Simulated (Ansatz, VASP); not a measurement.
# Si2Mo: VASP beside Ansatz

Wanted: the spread between two codes on one cell, functional and k mesh. The cell is taken from a series of runs on this material, whose earlier steps may have relaxed, scaled, displaced or heated it; both programs get it as it stands.

Program: Ansatz 0.2.0. Level of theory: plane waves, with VASP 6.6.1 beside it; zone-centre phonons at LDA. Results are calculated unless marked as measured.

### 1. The starting structure

Symmetry: I4/mmm, No. 139, tetragonal system. Conventional cell: a = 3.241 Å, b = 3.241 Å, c = 7.911 Å, α = 90.00°, β = 90.00°, γ = 90.00°. Si has 5 Si at 2.59 to 2.67 Å and 5 Mo at 2.63 to 2.66 Å nearest. Nearest to Mo lie 10 Si at 2.63 to 2.66 Å. Farther neighbours are not listed.

### 2. VASP: zone-centre phonons, LDA

Second derivatives magnify differences that forces hide, and they need a tight electronic threshold.

Lines of VASP's logs that name or quote its potential files are left out, and so is its time.

File INCAR:

```
SYSTEM = Si2Mo
PREC = Accurate
ENCUT = 500
EDIFF = 1E-08
NELM = 120
ISMEAR = 1
SIGMA = 0.2
LREAL = .FALSE.
ALGO = Normal
GGA = CA
NBANDS = 17
LASPH = .TRUE.
LORBIT = 11
LWAVE = .FALSE.
LCHARG = .FALSE.
ISIF = 2
IBRION = 8
GGA_COMPAT = .FALSE.
KPAR = 2
```

File POSCAR:

```
Si2Mo
1.0
   -1.6203288444      1.6203288444      3.9553197912
    1.6203288444     -1.6203288444      3.9553197912
    1.6203288444      1.6203288444     -3.9553197912
Si Mo
2 1
Direct
    0.3362447369      0.3362447369      0.0000000000
    0.6637552631      0.6637552631      0.0000000000
    0.0000000000      0.0000000000      0.0000000000
```

File KPOINTS:

```
Automatic mesh
0
Gamma
20 20 20
0 0 0
```

Potentials, in the order of the species: Si and Mo_sv (LDA family, release 64).

Launch:

```bash
$ mpirun -np 2 vasp_std
```

Numbers of over 12 decimals in the logs are rounded to 6 here.

The program printed:

```text
[banner, memory and clock lines left out]
running    2 mpi-ranks, on    1 nodes
 distrk:  each k-point on    1 cores,    2 groups
 distr:  one band on    1 cores,    1 groups

 POSCAR found type information on POSCAR SiMo
 POSCAR found :  2 types and       3 ions
 LDA part: xc-table for (Slater(with rela. corr.)+CA(PZ))
 , standard interpolation
 POSCAR, INCAR and KPOINTS ok, starting setup
 FFT: planning ... GRIDC
 FFT: planning ... GRID_SOFT
 FFT: planning ... GRID
 WAVECAR not read
 entering main loop
       N       E                     dE             d eps       ncg     rms          rms(c)
DAV:   1     0.121965258166E+03    0.12197E+03   -0.10956E+04 21818   0.119E+03
DAV:   2    -0.233930083038E+02   -0.14536E+03   -0.14270E+03 25340   0.312E+02
DAV:   3    -0.266780817489E+02   -0.32851E+01   -0.32435E+01 27660   0.424E+01
DAV:   4    -0.266982176084E+02   -0.20136E-01   -0.20114E-01 26314   0.357E+00
DAV:   5    -0.266983671259E+02   -0.14952E-03   -0.14950E-03 27925   0.321E-01    0.206E+01
DAV:   6    -0.259287381095E+02    0.76963E+00   -0.65811E+00 24694   0.176E+01    0.409E+00
DAV:   7    -0.257807308084E+02    0.14801E+00   -0.10306E+00 24305   0.680E+00    0.424E+00
DAV:   8    -0.257394630833E+02    0.41268E-01   -0.11691E-01 24185   0.260E+00    0.366E-01
DAV:   9    -0.257385853105E+02    0.87777E-03   -0.20387E-03 27297   0.383E-01    0.213E-01
DAV:  10    -0.257384546138E+02    0.13070E-03   -0.51888E-04 24832   0.199E-01    0.540E-02
DAV:  11    -0.257384453948E+02    0.92190E-05   -0.10971E-04 24851   0.801E-02    0.233E-02
DAV:  12    -0.257384438615E+02    0.15333E-05   -0.10556E-05 25090   0.217E-02    0.576E-03
DAV:  13    -0.257384437852E+02    0.76284E-07   -0.48693E-07 24092   0.624E-03    0.119E-03
DAV:  14    -0.257384437828E+02    0.23483E-08   -0.15426E-08 19340   0.109E-03
   1 F= -.25738444E+02 E0= -.25738793E+02  d E =0.104809E-02
 Linear response reoptimize wavefunctions to high precision
DAV:   1    -0.257384437829E+02   -0.95042E-10   -0.13749E-09 14742   0.382E-04
DAV:   2    -0.257384437830E+02   -0.26375E-10   -0.17651E-10 11852   0.124E-04
 Linear response DOF=           4
 Linear response progress:
  Degree of freedom:   1/  4
       N       E                     dE             d eps       ncg     rms          rms(c)
RMM:   1    -0.213243482883E-01   -0.21324E-01   -0.17146E-02176746   0.903E-01
RMM:   2    -0.167135517836E-01    0.46108E-02   -0.14894E-03113203   0.243E-01    0.850E-02
RMM:   3    -0.167933751804E-01   -0.79823E-04   -0.16968E-04114441   0.650E-02    0.447E-02
RMM:   4    -0.169403578263E-01   -0.14698E-03   -0.10117E-04118764   0.469E-02    0.957E-03
RMM:   5    -0.169276992050E-01    0.12659E-04    0.86761E-07121174   0.124E-02    0.168E-03
RMM:   6    -0.169292111202E-01   -0.15119E-05   -0.17691E-07127712   0.243E-03    0.628E-04
RMM:   7    -0.169283145421E-01    0.89658E-06   -0.12870E-07123529   0.689E-04    0.110E-04
RMM:   8    -0.169286933993E-01   -0.37886E-06   -0.59683E-09133820   0.180E-04    0.542E-05
RMM:   9    -0.169287954352E-01   -0.10204E-06    0.47255E-09126790   0.524E-05    0.221E-05
RMM:  10    -0.169288239779E-01   -0.28543E-07   -0.86227E-10127395   0.291E-05    0.446E-06
RMM:  11    -0.169288286216E-01   -0.46437E-08   -0.59782E-09135042   0.213E-05    0.142E-06
 first order change of Fermi-energy   0.21757E-04
 force on displaced ion       1 direction 1 :  -6.544  -0.000   0.000
 Linear response progress:
  Degree of freedom:   2/  4
       N       E                     dE             d eps       ncg     rms          rms(c)
RMM:   1    -0.299643426055E-01   -0.29964E-01   -0.94610E-03 53539   0.112E+00
RMM:   2    -0.224760961782E-01    0.74882E-02   -0.25263E-03 35988   0.306E-01    0.135E-01
RMM:   3    -0.224841693772E-01   -0.80732E-05   -0.51624E-04 33869   0.113E-01    0.961E-02
RMM:   4    -0.225362267353E-01   -0.52057E-04   -0.90063E-05 34654   0.601E-02    0.343E-02
RMM:   5    -0.225815151461E-01   -0.45288E-04   -0.16086E-05 35720   0.231E-02    0.143E-02
RMM:   6    -0.225837997942E-01   -0.22846E-05   -0.21596E-06 38271   0.906E-03    0.238E-03
RMM:   7    -0.225833820088E-01    0.41779E-06   -0.61487E-08 36826   0.201E-03    0.574E-04
RMM:   8    -0.225825322360E-01    0.84977E-06   -0.10521E-07 36770   0.774E-04    0.287E-04
RMM:   9    -0.225830341351E-01   -0.50190E-06    0.78481E-09 37579   0.312E-04    0.501E-05
RMM:  10    -0.225830815818E-01   -0.47447E-07   -0.18715E-09 40627   0.112E-04    0.218E-05
RMM:  11    -0.225831229420E-01   -0.41360E-07   -0.31865E-09 38633   0.416E-05    0.287E-06
RMM:  12    -0.225831198360E-01    0.31060E-08   -0.29732E-09 41230   0.246E-05    0.174E-06
 first order change of Fermi-energy  -0.25754E+00
 force on displaced ion       1 direction 3 :  -0.000  -0.000 -11.223
 Linear response progress:
  Degree of freedom:   3/  4
       N       E                     dE             d eps       ncg     rms          rms(c)
RMM:   1    -0.864802827304E+00   -0.86480E+00    0.32252E-01 43052   0.285E+01
RMM:   2    -0.690150297674E+00    0.17465E+00   -0.26683E-01 57799   0.376E+00    0.164E-01
RMM:   3    -0.695388581806E+00   -0.52383E-02   -0.19377E-02 73438   0.837E-01    0.901E-02
RMM:   4    -0.694822271784E+00    0.56631E-03   -0.36005E-04 82868   0.147E-01    0.336E-02
RMM:   5    -0.694673880947E+00    0.14839E-03   -0.36672E-05 85601   0.371E-02    0.823E-03
RMM:   6    -0.694694193425E+00   -0.20312E-04   -0.50555E-06 81076   0.128E-02    0.107E-03
RMM:   7    -0.694698419743E+00   -0.42263E-05   -0.49889E-07 90071   0.425E-03    0.622E-04
RMM:   8    -0.694706348051E+00   -0.79283E-05   -0.24724E-07 80745   0.151E-03    0.208E-04
RMM:   9    -0.694709612488E+00   -0.32644E-05   -0.61875E-08 85079   0.702E-04    0.523E-05
RMM:  10    -0.694708431555E+00    0.11809E-05   -0.51408E-08 84611   0.346E-04    0.222E-05
RMM:  11    -0.694708629603E+00   -0.19805E-06   -0.29261E-08 86808   0.189E-04    0.989E-06
RMM:  12    -0.694708877295E+00   -0.24769E-06   -0.18802E-08 82306   0.137E-04    0.520E-06
RMM:  13    -0.694708797093E+00    0.80202E-07   -0.12406E-08 84131   0.969E-05    0.185E-06
RMM:  14    -0.694708829977E+00   -0.32884E-07   -0.13479E-08 84375   0.825E-05    0.434E-07
RMM:  15    -0.694708829717E+00    0.25962E-09   -0.14758E-08 80961   0.745E-05    0.213E-07
 first order change of Fermi-energy  -0.11081E-02
 force on displaced ion       3 direction 1 :  -8.026   0.000  -0.000
 Linear response progress:
  Degree of freedom:   4/  4
       N       E                     dE             d eps       ncg     rms          rms(c)
RMM:   1    -0.904845287631E+00   -0.90485E+00    0.73019E-01 23349   0.291E+01
RMM:   2    -0.732344740985E+00    0.17250E+00   -0.27655E-01 32018   0.380E+00    0.179E-01
RMM:   3    -0.736997961731E+00   -0.46532E-02   -0.19899E-02 39681   0.861E-01    0.893E-02
RMM:   4    -0.736140956063E+00    0.85701E-03   -0.52741E-04 42961   0.172E-01    0.319E-02
RMM:   5    -0.735904769311E+00    0.23619E-03   -0.51442E-05 46300   0.431E-02    0.126E-02
RMM:   6    -0.735855671045E+00    0.49098E-04   -0.57649E-06 48056   0.132E-02    0.364E-03
RMM:   7    -0.735874594970E+00   -0.18924E-04   -0.85527E-07 44981   0.533E-03    0.648E-04
RMM:   8    -0.735878619110E+00   -0.40241E-05    0.11264E-07 48717   0.178E-03    0.347E-04
RMM:   9    -0.735881879112E+00   -0.32600E-05    0.55877E-08 46771   0.739E-04    0.141E-04
RMM:  10    -0.735882096374E+00   -0.21726E-06    0.35960E-09 46402   0.391E-04    0.218E-05
RMM:  11    -0.735882099737E+00   -0.33633E-08    0.20448E-08 50526   0.206E-04    0.117E-05
 first order change of Fermi-energy   0.51165E-03
 force on displaced ion       3 direction 3 :   0.000   0.000 -10.552
 Linear response finished
```

OUTCAR, selected parts (step 2):

```text
ion  position               nearest neighbor table
   1  0.336  0.336  0.000-   2 2.59   3 2.63   3 2.63   3 2.63   3 2.63   3 2.66   2 2.67   2 2.67
                             2 2.67   2 2.67
   2  0.664  0.664  0.000-   1 2.59   3 2.63   3 2.63   3 2.63   3 2.63   3 2.66   1 2.67   1 2.67
                             1 2.67   1 2.67
   3  0.000  0.000  0.000-   2 2.63   2 2.63   2 2.63   1 2.63   2 2.63   1 2.63   1 2.63   1 2.63
                             1 2.66   2 2.66

  LATTYP: Found a body centered tetragonal cell.
 ALAT       =     3.2406576888
 C/A-ratio  =     2.4410599150

 Subroutine GETGRP returns: Found 16 space group operations
 (whereof 16 operations were pure point group operations)

The static configuration has the point symmetry D_4h.

 Found    641 irreducible k-points:

   k-points           NKPTS =    641   k-points in BZ     NKDIM =    641   number of bands    NBANDS=     17

   dimension x,y,z NGX =    36 NGY =   36 NGZ =   36
   dimension x,y,z NGXF=    72 NGYF=   72 NGZF=   72

   ENCUT  =  500.0 eV  36.75 Ry    6.06 a.u.   8.33  8.33  8.33*2*pi/ulx,y,z

   NELECT =      22.0000    total number of electrons

 k-points in reciprocal lattice and weights: Automatic mesh
   0.00000000  0.00000000  0.00000000       0.000
   0.05000000  0.00000000  0.00000000       0.001
   0.10000000  0.00000000 -0.00000000       0.001
   0.15000000 -0.00000000  0.00000000       0.001
   0.20000000  0.00000000 -0.00000000       0.001
   0.25000000  0.00000000  0.00000000       0.001
   0.30000000 -0.00000000  0.00000000       0.001
   0.35000000 -0.00000000  0.00000000       0.001
   0.40000000  0.00000000  0.00000000       0.001
[...]
-0.45000000 -0.45000000  0.45000000       0.000
   0.50000000  0.50000000  0.50000000       0.000

 average (electrostatic) potential at core
       1 -79.5373       2 -79.5373       3 -69.7413

  Total       -2.8598194     -2.8598194     -2.8510316      0.0000000      0.0000000      0.0000000
  in kB     -110.3065425   -110.3065425   -109.9675876      0.0000000      0.0000000      0.0000000
  external PRESSURE =    -110.1935575 kB  Pullay stress =       0.0000000 kB

  energy-cutoff  :      500.00
  volume of cell :       41.54
      direct lattice vectors                 reciprocal lattice vectors
    -1.620328844  1.620328844  3.955319791     0.000000000  0.308579337  0.126412029
     1.620328844 -1.620328844  3.955319791     0.308579337  0.000000000  0.126412029
     1.620328844  1.620328844 -3.955319791     0.308579337  0.308579337  0.000000000

 POSITION                                       TOTAL-FORCE (eV/Angst)
 -----------------------------------------------------------------------------------
      0.00000      0.00000      2.65991         0.000000      0.000000     -0.009844
      0.00000      0.00000      5.25073        -0.000000     -0.000000      0.009844
      0.00000      0.00000      0.00000        -0.000000     -0.000000      0.000000
 -----------------------------------------------------------------------------------
    total drift:                                0.000000      0.000000     -0.000000

 Eigenvectors and eigenvalues of the dynamical matrix
 ----------------------------------------------------

   1 f  =   12.223465 THz    76.802293 2PiTHz  407.730890 cm-1    50.552165 meV
             X         Y         Z           dx          dy          dz
      0.000000  0.000000  2.659911    -0.000000    0.000000    0.707107
      0.000000  0.000000  5.250729    -0.000000   -0.000000   -0.707107
      0.000000  0.000000  0.000000     0.000000    0.000000    0.000000

   2 f  =    8.886824 THz    55.837565 2PiTHz  296.432556 cm-1    36.752936 meV
             X         Y         Z           dx          dy          dz
      0.000000  0.000000  2.659911     0.000000    0.707107   -0.000000
      0.000000  0.000000  5.250729     0.000000   -0.707107    0.000000
      0.000000  0.000000  0.000000    -0.000000   -0.000000    0.000000

   3 f  =    8.886824 THz    55.837565 2PiTHz  296.432556 cm-1    36.752936 meV
             X         Y         Z           dx          dy          dz
      0.000000  0.000000  2.659911     0.707107    0.000000    0.000000
      0.000000  0.000000  5.250729    -0.707107   -0.000000   -0.000000
      0.000000  0.000000  0.000000     0.000000    0.000000    0.000000

   4 f  =    8.532286 THz    53.609937 2PiTHz  284.606442 cm-1    35.286686 meV
             X         Y         Z           dx          dy          dz
      0.000000  0.000000  2.659911     0.000000    0.000000   -0.561596
      0.000000  0.000000  5.250729     0.000000   -0.000000   -0.561596
      0.000000  0.000000  0.000000     0.000000    0.000000    0.607635

   5 f  =    7.440495 THz    46.750007 2PiTHz  248.188189 cm-1    30.771400 meV
             X         Y         Z           dx          dy          dz
      0.000000  0.000000  2.659911     0.000000    0.561558   -0.000000
      0.000000  0.000000  5.250729     0.000000    0.561558   -0.000000
      0.000000  0.000000  0.000000     0.000000   -0.607704    0.000000

   6 f  =    7.440495 THz    46.750007 2PiTHz  248.188189 cm-1    30.771400 meV
             X         Y         Z           dx          dy          dz
      0.000000  0.000000  2.659911     0.561558   -0.000000   -0.000000
      0.000000  0.000000  5.250729     0.561558    0.000000    0.000000
      0.000000  0.000000  0.000000    -0.607704   -0.000000    0.000000

   7 f/i=    0.000246 THz     0.001546 2PiTHz    0.008210 cm-1     0.001018 meV
             X         Y         Z           dx          dy          dz
      0.000000  0.000000  2.659911     0.000000   -0.429712   -0.000000
      0.000000  0.000000  5.250729     0.000000   -0.429712   -0.000000
      0.000000  0.000000  0.000000    -0.000000   -0.794164    0.000000

   8 f/i=    0.000246 THz     0.001546 2PiTHz    0.008210 cm-1     0.001018 meV
             X         Y         Z           dx          dy          dz
      0.000000  0.000000  2.659911    -0.429712    0.000000   -0.000000
      0.000000  0.000000  5.250729    -0.429712   -0.000000    0.000000
      0.000000  0.000000  0.000000    -0.794164   -0.000000    0.000000

   9 f/i=    0.000454 THz     0.002852 2PiTHz    0.015139 cm-1     0.001877 meV
             X         Y         Z           dx          dy          dz
      0.000000  0.000000  2.659911     0.000000    0.000000   -0.429663
      0.000000  0.000000  5.250729     0.000000   -0.000000   -0.429663
      0.000000  0.000000  0.000000     0.000000    0.000000   -0.794216

 ELASTIC MODULI CONTR FROM IONIC RELAXATION (kBar)
 Direction    XX          YY          ZZ          XY          YZ          ZX
 --------------------------------------------------------------------------------
 XX         -10.2037    -10.2037    -33.4719      0.0000      0.0000     -0.0000
 YY         -10.2037    -10.2037    -33.4719      0.0000      0.0000     -0.0000
 ZZ         -33.4719    -33.4719   -109.8002      0.0000      0.0000     -0.0000
 XY           0.0000      0.0000      0.0000      0.0000      0.0000      0.0000
 YZ           0.0000      0.0000      0.0000      0.0000    -24.3875      0.0000
 ZX          -0.0000     -0.0000     -0.0000      0.0000      0.0000     -6.5117
 --------------------------------------------------------------------------------
```

(Part 1 of 2 ends here.)

[Lines on the potential files, build, host, timing and source positions are cut from VASP's logs without a mark.]

[Logs are printed without paths, hosts, clocks, repeated set-up lines and the standing remarks that a program may print on its own settings, such as how far it seeks lower states.]

[Hosts, paths, dates, database ids (printed as entryN), source tags and the programs' standing remarks are cut or masked in the printed files.]
